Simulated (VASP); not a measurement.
The system is AlN.

```
Al N
1.0
     0.00000    2.18399    2.18399
     2.18399    0.00000    2.18399
     2.18399    2.18399    0.00000
Al N
1 1
Direct
  0.00000 0.00000 0.00000
  0.75000 0.75000 0.75000
```

Measurements of this composition are mostly on another form, of space group No. 186.

| Property | Result |
| --- | --- |
| Program | VASP 6.6.1 |
| Task | relaxation of cell and atoms |
| Functional | PBE |
| Potentials or basis | VASP PAW PBE potentials, release 64 (Al, N_h) |
| Cutoff | 900 eV |
| k mesh | 12 × 12 × 12 |
| Occupations | gaussian, width 0.02 eV |
| Spin | no spin polarisation |

At the start: pressure 4.4 GPa; volume 10.42 Å³/atom.

**Question.** How do energy, volume and symmetry change on relaxing?

**Answer.** Over 3 steps the energy falls by 3.0 meV/atom and the volume is 10.64 Å³/atom (+2.2 %); space group F-43m (No. 216, to 0.05 Å).

The path:
| step | energy change (eV) | largest force (eV/Å) | pressure (GPa) | volume (Å³) |
| --- | --- | --- | --- | --- |
| 1 | 0.0000 | 0.0000 | 4.43 | 20.83 |
| 2 | -0.0008 | 0.0000 | -3.82 | 21.72 |
| 3 | -0.0061 | 0.0000 | 0.00 | 21.28 |

Final structure:
```
Al N
1.0
     0.00000    2.19959    2.19959
     2.19959    0.00000    2.19959
     2.19959    2.19959    0.00000
Al N
1 1
Direct
  0.00000 0.00000 0.00000
  0.75000 0.75000 0.75000
```

Caveat: the cutoff is under 1.25 times the usual one of these potentials, so pressure, stress and relaxed cells hold a basis-set (Pulay) error.
